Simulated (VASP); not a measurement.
All values below come from vdW-DF-cx, VASP's PBE PAW potentials (set 64) (plane waves; VASP).

VASP input:

INCAR:
```
SYSTEM = NaF
PREC = Accurate
ENCUT = 520
EDIFF = 1E-7
NELM = 100
ALGO = Normal
LREAL = .FALSE.
LASPH = .TRUE.
ISMEAR = 0
SIGMA = 0.05
GGA = CX
LUSE_VDW = .TRUE.
AGGAC = 0.0
LWAVE = .FALSE.
LCHARG = .FALSE.
ISIF = 2
```

**KPOINTS**
```
Automatic mesh
0
Gamma
10 10 10
0 0 0
```

### POSCAR
```
NaF
1
    0.0000000000     2.3383881624     2.3383881624
    2.3383881624     0.0000000000     2.3383881624
    2.3383881624     2.3383881624     0.0000000000
Na F
1 1
Direct
  0.0000000000   0.0000000000   0.0000000000
  0.5000000000   0.5000000000   0.5000000000
```

POTCAR, in this order: Na_pv F (PBE.64 set). Program: vasp_std.

Task: Estimate the energy per atom (σ→0), band gap (on the k-mesh).

Result: 
The energy per atom (σ→0) comes out as -2.239 eV/atom and the band gap (on the k-mesh) comes out as 6.41 eV.

OSZICAR:
```
...
DAV:   8    -0.447705408439E+01   -0.10245E-01   -0.36951E-02  1043   0.463E+00    0.141E-01
DAV:   9    -0.447859756722E+01   -0.15435E-02   -0.81266E-03  1133   0.106E+00    0.115E-01
DAV:  10    -0.447839504976E+01    0.20252E-03   -0.14823E-03  1118   0.608E-01    0.122E-02
DAV:  11    -0.447839845645E+01   -0.34067E-05   -0.38813E-05  1133   0.112E-01    0.101E-02
DAV:  12    -0.447840014623E+01   -0.16898E-05   -0.17765E-05  1055   0.489E-02    0.541E-03
DAV:  13    -0.447839998987E+01    0.15636E-06   -0.18439E-06  1100   0.181E-02    0.104E-03
DAV:  14    -0.447839993500E+01    0.54864E-07   -0.17477E-07  1139   0.712E-03
   1 F= -.44783999E+01 E0= -.44783999E+01  d E =-.101456E-11
```

The compound is NaF in the rock salt structure. It was relaxed first.
